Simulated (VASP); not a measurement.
All values below come from PBE GGA, VASP's PBE PAW potentials (set 64) (plane waves; VASP 6.6.1). Each cell was relaxed at this level, without spin-orbit coupling.

Q: Which of these comes out without a gap?
A. SnSe2, P-3m1 (164)
B. PbS, Fm-3m (225)
C. AlP, F-43m (216)
D. In, I4/mmm (139)

A: D, In, I4/mmm (139). The others have gaps of 0.68 eV (SnSe2, P-3m1 (164)), 1.63 eV (AlP, F-43m (216)), 0.49 eV (PbS, Fm-3m (225)).
